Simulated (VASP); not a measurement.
Energy against volume of BP (zinc blende). Calculation: revPBE GGA, VASP's PBE PAW potentials (set 64) (plane waves; VASP). Settings: 520 eV cut-off, 10×10×10 Γ-centred mesh, Gaussian smearing of 0.050 eV, potentials B P.

```
V (Å³/atom)  E (eV/atom)
-----------  -----------
11.177          -6.16961
11.533          -6.18744
11.890          -6.19312
12.247          -6.18830
```

Task: Fit these four points and predict the energy of the run at 12.603 Å³/atom.

Result: A cubic in V^(−2/3), the third-order Birch-Murnaghan form, passes through the four points with V0 = 11.90 Å³/atom and B0 = 156 GPa, and gives -6.1745 eV/atom there. The run gave -6.1744 eV/atom, +0.1 meV/atom from the fit; all five points give B0 = 157 GPa.

The compound is BP in the zinc blende structure. It was relaxed first.
